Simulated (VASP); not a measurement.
Level of theory: PBEsol GGA, VASP's PBE PAW potentials (set 64) (plane waves; VASP).

VASP ran on this input.

**INCAR**
```
ALGO = Normal
EDIFF = 1E-7
ENCUT = 520
GGA = PS
ISIF = 2
ISMEAR = 0
LASPH = T
LCHARG = F
LMAXMIX = 6
LREAL = F
LWAVE = F
NELM = 100
PREC = Accurate
SIGMA = 0.05
SYSTEM = BaHfO3
```

**POSCAR**
```
BaHfO3
1
    4.0700788195     0.0000000000     0.0000000000
    0.0000000000     4.0700788195     0.0000000000
    0.0000000000     0.0000000000     4.0700788195
Ba Hf O
1 1 3
Direct
  0.0000000000   0.0000000000   0.0000000000
  0.5000000000   0.5000000000   0.5000000000
  0.5000000000   0.0000000000   0.5000000000
  0.0000000000   0.5000000000   0.5000000000
  0.5000000000   0.5000000000   0.0000000000
```

File KPOINTS:
```
Automatic mesh
0
Gamma
6 6 6
0 0 0
```

POTCAR, in this order: Ba_sv Hf_pv O (PBE.64 set). Program: vasp_std.

Output of the run:

OSZICAR:
```
       N       E                     dE             d eps       ncg     rms          rms(c)
DAV:   1     0.233527207771E+03    0.23353E+03   -0.21651E+04   928   0.162E+03
DAV:   2    -0.397977077803E+02   -0.27332E+03   -0.26783E+03  1197   0.356E+02
DAV:   3    -0.513650661625E+02   -0.11567E+02   -0.11550E+02  1245   0.719E+01
DAV:   4    -0.515420077685E+02   -0.17694E+00   -0.17688E+00  1276   0.850E+00
DAV:   5    -0.515459281656E+02   -0.39204E-02   -0.39203E-02  1279   0.817E-01    0.720E+01
DAV:   6    -0.455110393455E+02    0.60349E+01   -0.35839E+01  1067   0.367E+01    0.601E+01
DAV:   7    -0.453910045475E+02    0.12003E+00   -0.20950E+00  1206   0.100E+01    0.321E+01
DAV:   8    -0.453656098218E+02    0.25395E-01   -0.13337E-01  1171   0.321E+00    0.372E+00
DAV:   9    -0.453587554324E+02    0.68544E-02   -0.46914E-02  1144   0.143E+00    0.183E+00
DAV:  10    -0.453581239640E+02    0.63147E-03   -0.67032E-03  1160   0.558E-01    0.361E-01
DAV:  11    -0.453580879736E+02    0.35990E-04   -0.51507E-04  1165   0.161E-01    0.509E-02
DAV:  12    -0.453580975467E+02   -0.95731E-05   -0.59660E-05  1339   0.528E-02    0.108E-01
DAV:  13    -0.453580984982E+02   -0.95147E-06   -0.39489E-06  1192   0.141E-02    0.930E-03
DAV:  14    -0.453580981294E+02    0.36877E-06   -0.47258E-07  1194   0.447E-03    0.775E-03
DAV:  15    -0.453580979999E+02    0.12949E-06   -0.79577E-08   754   0.212E-03    0.134E-03
DAV:  16    -0.453580980186E+02   -0.18697E-07   -0.15010E-08   712   0.836E-04
   1 F= -.45358098E+02 E0= -.45358098E+02  d E =-.687121E-20
```

File OUTCAR:
```
------------------------ aborting loop because EDIFF is reached ----------------------------------------
  FORCE on cell =-STRESS in cart. coord.  units (eV):
  Direction    XX          YY          ZZ          XY          YZ          ZX
  --------------------------------------------------------------------------------------
  Total        5.1665929      5.1665929      5.1665929     -0.0000000     -0.0000000      0.0000000
  in kB      122.7739882    122.7739882    122.7739882     -0.0000000     -0.0000000      0.0000000
  external PRESSURE =     122.7739882 kB  Pullay stress =       0.0000000 kB
  volume of cell :       67.42
      direct lattice vectors                 reciprocal lattice vectors
     4.070078819  0.000000000  0.000000000     0.245695488  0.000000000  0.000000000
     0.000000000  4.070078819  0.000000000     0.000000000  0.245695488  0.000000000
     0.000000000  0.000000000  4.070078819     0.000000000  0.000000000  0.245695488
 POSITION                                       TOTAL-FORCE (eV/Angst)
 -----------------------------------------------------------------------------------
      0.00000      0.00000      0.00000         0.000000      0.000000      0.000000
      2.03504      2.03504      2.03504         0.000000      0.000000      0.000000
      2.03504      0.00000      2.03504         0.000000      0.000000      0.000000
      0.00000      2.03504      2.03504         0.000000      0.000000      0.000000
      2.03504      2.03504      0.00000         0.000000      0.000000      0.000000
 -----------------------------------------------------------------------------------
    total drift:                                0.000000      0.000000     -0.000000
  FREE ENERGIE OF THE ION-ELECTRON SYSTEM (eV)
  ---------------------------------------------------
  free  energy   TOTEN  =       -45.3580980186 eV

  energy  without entropy=      -45.3580980186  energy(sigma->0) =      -45.35809802
```
(Selected blocks of OUTCAR.)

OUTCAR:
```
 val. band max:        2.7499304123   @ k =   0.5000   0.5000   0.5000

 cond. band min:       6.3511051794   @ k =   0.0000   0.0000   0.0000


 Fermi energy:         3.0605255611

 k-point     1 :       0.0000    0.0000    0.0000
  band No.  band energies     occupation
      1     -25.5760      2.00000
      2     -25.5760      2.00000
      3     -25.5760      2.00000
      4     -22.2285      2.00000
      5     -14.0294      2.00000
      6     -13.4987      2.00000
      7     -13.4987      2.00000
      8      -7.3890      2.00000
      9      -7.3890      2.00000
     10      -7.3890      2.00000
     11       1.1974      2.00000
     12       1.1974      2.00000
     13       1.1974      2.00000
     14       1.6435      2.00000
     15       1.6435      2.00000
     16       1.6435      2.00000
     17       2.6364      2.00000
     18       2.6364      2.00000
     19       2.6364      2.00000
     20       6.3511      0.00000
     21       6.3511      0.00000
     22       6.3511      0.00000
     23       7.4090      0.00000

 k-point     2 :       0.1667    0.0000    0.0000
  band No.  band energies     occupation
      1     -25.6277      2.00000
      2     -25.5743      2.00000
      3     -25.5743      2.00000
      4     -22.1978      2.00000
      5     -14.0337      2.00000
      6     -13.4903      2.00000
      7     -13.3231      2.00000
      8      -7.3635      2.00000
      9      -7.3635      2.00000
     10      -7.3073      2.00000
     11       0.6635      2.00000
     12       1.0754      2.00000
     13       1.0754      2.00000
     14       1.3697      2.00000
     15       1.3697      2.00000
     16       1.4020      2.00000
     17       1.8990      2.00000
     18       2.5285      2.00000
     19       2.5285      2.00000
     20       6.4847      0.00000
     21       7.0832      0.00000
     22       7.0832      0.00000
     23       7.9138      0.00000

 k-point     3 :       0.3333    0.0000    0.0000
...
```

Unless said otherwise, spin-orbit coupling is left out, though it shifts the bands of the heavy elements here.

The compound is BaHfO3 in the cubic perovskite structure. This cell is one point of a volume scan, at 0.94 of the reference volume.
